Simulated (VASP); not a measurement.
# Band edges against the vacuum: BN(110)

Where do the bulk band edges lie against the vacuum outside BN(110)?

Program: VASP 6.6.1. Level of theory: PBE; plane waves and PAW (B, N). Results are calculated unless marked as measured.

**1. Starting point**

It takes space group F-43m (No. 216, cubic). The conventional cell has a = 3.620 Å, b = 3.620 Å, c = 3.620 Å, α = 90.00°, β = 90.00°, γ = 90.00°. Nearest to B lie 4 N at 1.57 Å. Nearest to N lie 4 B at 1.57 Å. Farther neighbours and most contacts between anions are not listed.

As a file:

```
B N
1.0
     0.00000    1.81000    1.81000
     1.81000    0.00000    1.81000
     1.81000    1.81000    0.00000
B N
1 1
Cartesian
  0.0000 0.0000 0.0000
  0.9050 0.9050 0.9050
```

**2. Relaxing the bulk crystal**

First cell and atoms are relaxed at a raised cutoff, so that later runs start from this functional's own cell.

INCAR reads:

```
SYSTEM = BN
PREC = Accurate
ENCUT = 520
EDIFF = 1E-06
NELM = 120
ISMEAR = 0
SIGMA = 0.03
LREAL = .FALSE.
ALGO = Normal
GGA = PE
NBANDS = 10
LORBIT = 11
LWAVE = .FALSE.
LCHARG = .FALSE.
KPAR = 4
IBRION = 2
NSW = 40
ISIF = 3
EDIFFG = -0.02
POTIM = 0.4
```

POSCAR reads:

```
BN
1.0
    0.0000000000      1.8100000000      1.8100000000
    1.8100000000      0.0000000000      1.8100000000
    1.8100000000      1.8100000000      0.0000000000
B N
1 1
Direct
    0.0000000000      0.0000000000      0.0000000000
    0.2500000000      0.2500000000      0.2500000000
```

KPOINTS reads:

```
Automatic mesh
0
Gamma
9 9 9
0 0 0
```

The projector-augmented-wave data sets are B and N (PBE family, release 64).

On the command line:

```sh
mpirun -np 4 vasp_std
```

Log:

```text
[banner, memory and clock lines left out]
running    4 mpi-ranks, on    1 nodes
 distrk:  each k-point on    1 cores,    4 groups
 distr:  one band on    1 cores,    1 groups

 POSCAR found type information on POSCAR B N
 POSCAR found :  2 types and       2 ions
 LDA part: xc-table for (Slater+PW92), standard interpolation
 POSCAR, INCAR and KPOINTS ok, starting setup
 FFT: planning ... GRIDC
 FFT: planning ... GRID_SOFT
 FFT: planning ... GRID
 WAVECAR not read
 entering main loop
       N       E                     dE             d eps       ncg     rms          rms(c)
DAV:   1     0.937452183449E+01    0.93745E+01   -0.51191E+03   718   0.800E+02
DAV:   2    -0.179357701891E+02   -0.27310E+02   -0.26563E+02   890   0.169E+02
DAV:   3    -0.184087519214E+02   -0.47298E+00   -0.47246E+00   812   0.196E+01
DAV:   4    -0.184093287046E+02   -0.57678E-03   -0.57677E-03   754   0.768E-01
DAV:   5    -0.184093293206E+02   -0.61598E-06   -0.61603E-06   800   0.247E-02    0.668E+00
DAV:   6    -0.175355542689E+02    0.87378E+00   -0.30395E+00   740   0.109E+01    0.326E+00
DAV:   7    -0.174645640753E+02    0.70990E-01   -0.10060E-01   756   0.280E+00    0.191E+00
DAV:   8    -0.174503179419E+02    0.14246E-01   -0.37221E-02   778   0.150E+00    0.191E-01
DAV:   9    -0.174505040105E+02   -0.18607E-03   -0.91384E-04   740   0.270E-01    0.804E-02
DAV:  10    -0.174505858457E+02   -0.81835E-04   -0.11949E-04   754   0.100E-01    0.148E-02
DAV:  11    -0.174505910575E+02   -0.52118E-05   -0.10213E-05   814   0.272E-02    0.104E-02
DAV:  12    -0.174505910183E+02    0.39289E-07   -0.18827E-06   438   0.100E-02
   1 F= -.17450591E+02 E0= -.17450591E+02  d E =-.174506E+02
 curvature:   0.00 expect dE= 0.000E+00 dE for cont linesearch  0.000E+00
 trial: gam= 0.00000 g(F)=  0.374E-47 g(S)=  0.929E-03 ort = 0.000E+00 (trialstep = 0.100E+01)
 search vector abs. value=  0.929E-03
 bond charge predicted
       N       E                     dE             d eps       ncg     rms          rms(c)
DAV:   1    -0.174516507247E+02   -0.10597E-02   -0.25657E-02   744   0.138E+00    0.216E-01
DAV:   2    -0.174508138130E+02    0.83691E-03   -0.35478E-03   766   0.401E-01    0.592E-02
DAV:   3    -0.174507764667E+02    0.37346E-04   -0.10940E-04   734   0.940E-02    0.241E-02
DAV:   4    -0.174507633831E+02    0.13084E-04   -0.14980E-05   770   0.306E-02    0.678E-03
DAV:   5    -0.174507628896E+02    0.49355E-06   -0.82180E-07   372   0.677E-03
   2 F= -.17450763E+02 E0= -.17450763E+02  d E =-.171871E-03
 trial-energy change:   -0.000172  1 .order   -0.000178   -0.000929    0.000573
 step:   0.6128(harm=  0.6182)  dis= 0.00000  next Energy=   -17.450874 (dE=-0.283E-03)
 bond charge predicted
       N       E                     dE             d eps       ncg     rms          rms(c)
DAV:   1    -0.174510045312E+02   -0.24115E-03   -0.38541E-03   744   0.537E-01    0.837E-02
DAV:   2    -0.174508797217E+02    0.12481E-03   -0.53057E-04   770   0.155E-01    0.230E-02
DAV:   3    -0.174508745042E+02    0.52175E-05   -0.16574E-05   728   0.366E-02    0.936E-03
DAV:   4    -0.174508729573E+02    0.15469E-05   -0.22339E-06   752   0.118E-02    0.265E-03
DAV:   5    -0.174508730098E+02   -0.52464E-07   -0.12299E-07   356   0.262E-03
   3 F= -.17450873E+02 E0= -.17450873E+02  d E =-.281992E-03
 curvature:  -0.31 expect dE=-0.169E-07 dE for cont linesearch -0.169E-07
 trial: gam=-0.00762 g(F)=  0.102E-48 g(S)=  0.548E-07 ort = 0.713E-05 (trialstep = 0.923E+00)
 search vector abs. value=  0.103E-09
 reached required accuracy - stopping structural energy minimisation
```

Run time: 3.4 s. Hardware: 4 MPI ranks of AMD EPYC 7R43, shared host; peak memory 0.39 GiB; 11 s of CPU time.

The logs omit lines about the potential files and the build; timing stands in the text.

Parts of OUTCAR (step 2):

```text
ion  position               nearest neighbor table
   1  0.000  0.000  0.000-   2 1.57   2 1.57   2 1.57   2 1.57
   2  0.250  0.250  0.250-   1 1.57   1 1.57   1 1.57   1 1.57

  LATTYP: Found a face centered cubic cell.
 ALAT       =     3.6200000000

 Subroutine GETGRP returns: Found 24 space group operations
 (whereof 24 operations were pure point group operations)

The static configuration has the point symmetry T_d .

 Found     35 irreducible k-points:

   k-points           NKPTS =     35   k-points in BZ     NKDIM =     35   number of bands    NBANDS=     10

   dimension x,y,z NGX =    20 NGY =   20 NGZ =   20
   dimension x,y,z NGXF=    40 NGYF=   40 NGZF=   40

   ENCUT  =  520.0 eV  38.22 Ry    6.18 a.u.   4.76  4.76  4.76*2*pi/ulx,y,z

   NELECT =       8.0000    total number of electrons

 k-points in reciprocal lattice and weights: Automatic mesh
   0.00000000  0.00000000  0.00000000       0.001
   0.11111111  0.00000000  0.00000000       0.011
   0.22222222  0.00000000  0.00000000       0.011
   0.33333333  0.00000000  0.00000000       0.011
   0.44444444  0.00000000  0.00000000       0.011
   0.11111111  0.11111111  0.00000000       0.008
   0.22222222  0.11111111  0.00000000       0.033
   0.33333333  0.11111111  0.00000000       0.033
   0.44444444  0.11111111  0.00000000       0.033
[...]
-0.33333333  0.44444444  0.11111111       0.033
  -0.33333333  0.44444444  0.22222222       0.033

 average (electrostatic) potential at core
       1 -24.5935       2 -60.4952

 E-fermi :   7.5627

 k-point     1 :       0.0000    0.0000    0.0000
  band No.  band energies     occupation
      1     -12.8358      2.00000
      2       7.2970      2.00000
      3       7.2970      2.00000
      4       7.2970      2.00000
      5      16.0757      0.00000
      6      16.0757      0.00000
      7      16.0757      0.00000
      8      17.5063      0.00000
      9      31.8874      0.00000
    ...

 k-point     2 :       0.1111    0.0000    0.0000
  band No.  band energies     occupation
      1     -12.5380      2.00000
      2       5.7757      2.00000
      3       6.9919      2.00000
      4       6.9919      2.00000
      5      16.3716      0.00000
      6      16.5357      0.00000
      7      16.5357      0.00000
      8      18.4786      0.00000
      9      31.5571      0.00000
    ...

 k-point     3 :       0.2222    0.0000    0.0000
  band No.  band energies     occupation
      1     -11.6667      2.00000
      2       2.6777      2.00000
      3       6.3441      2.00000
      4       6.3441      2.00000
      5      16.7593      0.00000
      6      17.4071      0.00000
      7      17.4071      0.00000
      8      20.3389      0.00000
      9      30.7943      0.00000
    ...

  Total        0.0009729      0.0009729      0.0009729     -0.0000000      0.0000000      0.0000000
  in kB        0.1308465      0.1308465      0.1308465     -0.0000000      0.0000000      0.0000000
  external PRESSURE =       0.1308465 kB  Pullay stress =       0.0000000 kB

  energy-cutoff  :      520.00
  volume of cell :       11.91
      direct lattice vectors                 reciprocal lattice vectors
    -0.000000000  1.812710872  1.812710872    -0.275829978  0.275829978  0.275829978
     1.812710872 -0.000000000  1.812710872     0.275829978 -0.275829978  0.275829978
     1.812710872  1.812710872  0.000000000     0.275829978  0.275829978 -0.275829978

 POSITION                                       TOTAL-FORCE (eV/Angst)
 -----------------------------------------------------------------------------------
      0.00000      0.00000      0.00000        -0.000000     -0.000000     -0.000000
      0.90636      0.90636      0.90636         0.000000      0.000000      0.000000
 -----------------------------------------------------------------------------------
    total drift:                                0.000000      0.000000      0.000000

  FREE ENERGIE OF THE ION-ELECTRON SYSTEM (eV)
  ---------------------------------------------------
  free  energy   TOTEN  =       -17.4508730098 eV

  energy  without entropy=      -17.4508730098  energy(sigma->0) =      -17.45087301

 reached required accuracy - stopping structural energy minimisation

 total charge
# of ion       s       p       d       tot
------------------------------------------
    1        0.675   1.348   0.000   2.023
    2        1.213   2.755   0.000   3.968
--------------------------------------------------
tot          1.887   4.103   0.000   5.991

[... 3 further parts left out ...]
```

The run keeps the 24 symmetry operations of its start, so it cannot find a distortion of lower symmetry.

Step by step:

| step | energy less that of the first step (eV) | largest force (eV/Å) | pressure (GPa) | volume (Å³) |
| --- | --- | --- | --- | --- |
| 1 | 0.0000 | 0.0000 | 1.71 | 11.86 |
| 2 | -0.0002 | 0.0000 | -1.05 | 11.95 |
| 3 | -0.0003 | 0.0000 | 0.01 | 11.91 |

| conventional cell, symmetrised | before | after | change |
| --- | --- | --- | --- |
| a (Å) | 3.620 | 3.625 | +0.1 % |
| b (Å) | 3.620 | 3.625 | +0.1 % |
| c (Å) | 3.620 | 3.625 | +0.1 % |
| volume (Å³/atom) | 5.93 | 5.96 | +0.4 % |

Final coordinates:

```
B N
1.0
     0.00000    1.81271    1.81271
     1.81271    0.00000    1.81271
     1.81271    1.81271    0.00000
B N
1 1
Direct
  0.00000 0.00000 0.00000
  0.25000 0.25000 0.25000
```

Numbers from this step:

| Quantity | Value |
| --- | --- |
| electronic cycles | 22 |
| electrons | 8 |
| free energy (TOTEN) | -17.45 eV |
| Fermi energy | 7.563 eV |

The run ended after 3 ionic steps, 0.000 eV below its first step, once forces and stress met EDIFFG = -0.02.

**3. Band edges of the bulk**

A static bulk run at the slab's cutoff gives the band edges and the core potentials that tie them to the slab.

INCAR reads:

```
SYSTEM = BN
PREC = Normal
ENCUT = 440
EDIFF = 1E-06
NELM = 120
ISMEAR = 0
SIGMA = 0.03
LREAL = .FALSE.
ALGO = Normal
GGA = PE
NBANDS = 10
LORBIT = 11
LWAVE = .FALSE.
LCHARG = .FALSE.
KPAR = 4
```

POSCAR reads:

```
BN
1.0
    0.0000000000      1.8127108717      1.8127108717
    1.8127108717      0.0000000000      1.8127108717
    1.8127108717      1.8127108717      0.0000000000
B N
1 1
Direct
    0.0000000000      0.0000000000      0.0000000000
    0.2500000000      0.2500000000      0.2500000000
```

KPOINTS reads:

```
Automatic mesh
0
Gamma
21 21 21
0 0 0
```

On the command line:

```sh
mpirun -np 4 vasp_std
```

Log:

```text
[... set-up lines as in an earlier step ...]
 entering main loop
       N       E                     dE             d eps       ncg     rms          rms(c)
DAV:   1     0.479400088320E+01    0.47940E+01   -0.46277E+03  6098   0.696E+02
DAV:   2    -0.180392027951E+02   -0.22833E+02   -0.22150E+02  6906   0.144E+02
DAV:   3    -0.184037372575E+02   -0.36453E+00   -0.36404E+00  6688   0.160E+01
DAV:   4    -0.184041729747E+02   -0.43572E-03   -0.43571E-03  6176   0.626E-01
DAV:   5    -0.184041733968E+02   -0.42207E-06   -0.42207E-06  6580   0.192E-02    0.666E+00
DAV:   6    -0.175373915725E+02    0.86678E+00   -0.30377E+00  5892   0.105E+01    0.328E+00
DAV:   7    -0.174678612138E+02    0.69530E-01   -0.95611E-02  6280   0.272E+00    0.194E+00
DAV:   8    -0.174537320711E+02    0.14129E-01   -0.37209E-02  6520   0.148E+00    0.186E-01
DAV:   9    -0.174538896006E+02   -0.15753E-03   -0.93621E-04  6108   0.258E-01    0.814E-02
DAV:  10    -0.174539744864E+02   -0.84886E-04   -0.11730E-04  6280   0.946E-02    0.147E-02
DAV:  11    -0.174539799713E+02   -0.54849E-05   -0.11019E-05  6618   0.276E-02    0.109E-02
DAV:  12    -0.174539799379E+02    0.33436E-07   -0.20189E-06  3584   0.936E-03
   1 F= -.17453980E+02 E0= -.17453980E+02  d E =-.392640E-40
```

Elapsed: 4.6 s, on 4 MPI ranks; peak memory 0.36 GiB.

Parts of OUTCAR (step 3):

```text
  LATTYP: Found a face centered cubic cell.
 ALAT       =     3.6254217434

The static configuration has the point symmetry T_d .

 Found    286 irreducible k-points:

   k-points           NKPTS =    286   k-points in BZ     NKDIM =    286   number of bands    NBANDS=     10

   dimension x,y,z NGX =    14 NGY =   14 NGZ =   14
   dimension x,y,z NGXF=    28 NGYF=   28 NGZF=   28

   ENCUT  =  440.0 eV  32.34 Ry    5.69 a.u.   4.38  4.38  4.38*2*pi/ulx,y,z

   NELECT =       8.0000    total number of electrons

 E-fermi :   7.5695

 k-point     1 :       0.0000    0.0000    0.0000
  band No.  band energies     occupation
      1     -12.8355      2.00000
      2       7.2995      2.00000
      3       7.2997      2.00000
      4       7.2997      2.00000
      5      16.0773      0.00000
      6      16.0773      0.00000
      7      16.0773      0.00000
      8      17.5060      0.00000
      9      31.8913      0.00000
    ...

 k-point     2 :       0.0476    0.0000    0.0000
  band No.  band energies     occupation
      1     -12.7806      2.00000
      2       6.9856      2.00000
      3       7.2389      2.00000
      4       7.2390      2.00000
      5      16.1555      0.00000
      6      16.1699      0.00000
      7      16.1699      0.00000
      8      17.6974      0.00000
      9      31.8321      0.00000
    ...

  Total       -0.1328306     -0.1328306     -0.1328306      0.0000000      0.0000000     -0.0000000
  in kB      -17.8645919    -17.8645919    -17.8645919      0.0000000      0.0000000     -0.0000000
  external PRESSURE =     -17.8645919 kB  Pullay stress =       0.0000000 kB

  energy-cutoff  :      440.00
  volume of cell :       11.91
      direct lattice vectors                 reciprocal lattice vectors
     0.000000000  1.812710872  1.812710872    -0.275829978  0.275829978  0.275829978
     1.812710872  0.000000000  1.812710872     0.275829978 -0.275829978  0.275829978
     1.812710872  1.812710872  0.000000000     0.275829978  0.275829978 -0.275829978

 POSITION                                       TOTAL-FORCE (eV/Angst)
 -----------------------------------------------------------------------------------
      0.00000      0.00000      0.00000         0.000000     -0.000000     -0.000000
      0.90636      0.90636      0.90636        -0.000000      0.000000      0.000000
 -----------------------------------------------------------------------------------
    total drift:                               -0.000002     -0.000002     -0.000001

  FREE ENERGIE OF THE ION-ELECTRON SYSTEM (eV)
  ---------------------------------------------------
  free  energy   TOTEN  =       -17.4539799379 eV

  energy  without entropy=      -17.4539799379  energy(sigma->0) =      -17.45397994

 total charge
# of ion       s       p       d       tot
------------------------------------------
    1        0.675   1.349   0.000   2.023
    2        1.219   2.736   0.000   3.956
--------------------------------------------------
tot          1.894   4.085   0.000   5.979

[... 2 parts as in an earlier step ...]

[... 6 further parts left out ...]
```

The gap is read on the k-mesh alone, so it is an upper bound where the band edges lie off the mesh.

This step gave:

* electronic cycles: 12
* Fermi energy: 7.569 eV
* metallic: no
* gap on the k-mesh: 4.477 eV
* least direct gap on the k-mesh: 8.778 eV

(Continued in part 2 of 3.)

[Lines on the potential files, build, host, timing and source positions are cut from VASP's logs without a mark.]

[Logs are printed without paths, hosts, clocks, repeated set-up lines and the standing remarks that a program may print on its own settings, such as how far it seeks lower states.]

[Hosts, paths, dates, database ids (printed as entryN), source tags and the programs' standing remarks are cut or masked in the printed files.]

[Runs that stopped without an error message from VASP are left out.]
